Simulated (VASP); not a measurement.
Ga3P:

```
Ga P
1.0
     0.00000    3.26427    3.26427
     3.26427    0.00000    3.26427
     3.26427    3.26427    0.00000
Ga P
3 1
Direct
  0.50000 0.50000 0.50000
  0.25000 0.25000 0.25000
  0.75000 0.75000 0.75000
  0.00000 0.00000 0.00000
```

The cell was built by a generator and needn't be a form met in nature.

```yaml
Program: VASP 6.6.1
Task: relaxation of cell and atoms
Functional: PBE
Potentials_or_basis: VASP PAW PBE potentials, release 64 (Ga_d, P)
Cutoff: 600 eV
k_mesh: 7 × 7 × 7
Occupations: gaussian, width 0.05 eV
Spin: no spin polarisation
```

At the start: pressure 2.8 GPa; volume 17.39 Å³/atom.

Question: How do energy, volume and symmetry change on relaxing?

Answer: Over 4 steps the energy falls by 7.6 meV/atom and the volume is 18.33 Å³/atom (+5.4 %); space group Fm-3m (No. 225, to 0.05 Å).

Step by step:
| step | energy change (eV) | largest force (eV/Å) | pressure (GPa) | volume (Å³) |
| --- | --- | --- | --- | --- |
| 1 | 0.0000 | 0.0000 | 2.77 | 69.56 |
| 2 | -0.0295 | 0.0000 | 0.49 | 72.63 |
| 3 | -0.0304 | 0.0000 | -0.21 | 73.63 |
| 4 | -0.0305 | 0.0000 | 0.05 | 73.33 |

Final structure:
```cif
data_structure
_symmetry_space_group_name_H-M 'P 1'
_symmetry_Int_Tables_number 1
_cell_length_a 4.6982
_cell_length_b 4.6982
_cell_length_c 4.6982
_cell_angle_alpha 60.000
_cell_angle_beta 60.000
_cell_angle_gamma 60.000
_cell_volume 73.33
loop_
_atom_site_label
_atom_site_type_symbol
_atom_site_fract_x
_atom_site_fract_y
_atom_site_fract_z
_atom_site_occupancy
Ga1 Ga 0.50000 0.50000 0.50000 1
Ga2 Ga 0.25000 0.25000 0.25000 1
Ga3 Ga 0.75000 0.75000 0.75000 1
P1 P 0.00000 0.00000 0.00000 1
```
